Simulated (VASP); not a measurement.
Input:

```
YGe
1.0
    2.09800    -5.24701     0.00000
    2.09800     5.24701     0.00000
    0.00000     0.00000     3.89018
Y Ge
2 2
Direct
  0.13839   0.86161   0.25000
  0.86161   0.13839   0.75000
  0.41539   0.58461   0.25000
  0.58461   0.41539   0.75000
```

The numbers are results of LDA (Ceperley-Alder, Perdew-Zunger), VASP's LDA PAW potentials (set 64) (plane waves; VASP), not measurements. Settings: 400 eV cut-off, 9×9×9 Γ-centred mesh, tetrahedra with Blöchl corrections, potentials Y_sv Ge_d.

What does the run give for the energy per atom (σ→0), band gap (on the k-mesh) with the smallest direct gap where there is one?

| Quantity | Value |
|---|---|
| band gap (on the k-mesh) | none (metal, semimetal or under 0.01 eV) |
| energy per atom (σ→0) | -7068 meV/atom |

Total energies compare only between runs with the same potentials, cut-off and functional.

The structure comes from a computed database's YGe entry (Cmcm); how it stands against other phases isn't given here. It was relaxed first, which changed the volume by -6 %.
